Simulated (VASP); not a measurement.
VASP ran on this input.

KPOINTS:
```
kpoints
0
gamma
5 5 3
```

### INCAR
```
ALGO = Normal
EDIFF = 1E-6
EDIFFG = -0.01
ENCUT = 400
GGA = PE
IBRION = 2
ISIF = 2
ISMEAR = 0
LASPH = .TRUE.
LCHARG = .FALSE.
LMAXMIX = 4
LREAL = .FALSE.
LWAVE = .FALSE.
NELM = 100
NSW = 40
PREC = Accurate
SIGMA = 0.05
SYSTEM = SnSe2
```

File POSCAR:
```
SnSe2
1.0
  1.9050000000  -3.2995570000   0.0000000000
  1.9050000000   3.2995570000   0.0000000000
  0.0000000000   0.0000000000   6.1400000000
Sn Se
1 2
Cart
  0.1200000000   0.0500000000   0.0000000000
  1.9050000000   1.0998545330   1.5350000000
  1.9050000000  -1.0998545330   4.6050000000
```

POTCAR, in this order: Sn_d Se (PBE.64 set). Program: vasp_std.

### Question
Translate this PBE calculation to Ansatz.

### Answer
One equivalent input (not run):
Ansatz 0.2 input:
```yaml
crystal:
  lattice:
    - [1.9050000, -3.2995570, 0.0000000]
    - [1.9050000, 3.2995570, 0.0000000]
    - [0.0000000, 0.0000000, 6.1400000]
  atoms:
    - { symbol: Sn, position: [0.0239193, 0.0390728, 0.0000000] }
    - { symbol: Se, position: [0.3333330, 0.6666670, 0.2500000] }
    - { symbol: Se, position: [0.6666670, 0.3333330, 0.7500000] }
kpoints:
  mp_grid: { grid: [5, 5, 3] }
hamiltonian:
  xc: pbe
  pseudopotentials: { kind: paw }
scf:
  occupations: { method: gaussian, width: 0.05 }
  max_iter: 100
relax:
  max_steps: 40
  f_tol: 0.01
output: { forces: true, stress: true, eigenvalues: true }
```
What does not carry over: each code has its own PAW files, so the cut-off isn't converted (ENCUT is set for VASP's; basis.ecutwfc is left out, and Ansatz then takes the one that its files recommend); Ansatz stops its SCF on the density residual and VASP on the energy change (EDIFF).

The compound is SnSe2 in the 1T layered structure. In the starting cell atoms are displaced from their ideal sites. This run relaxes the ions in a fixed cell.
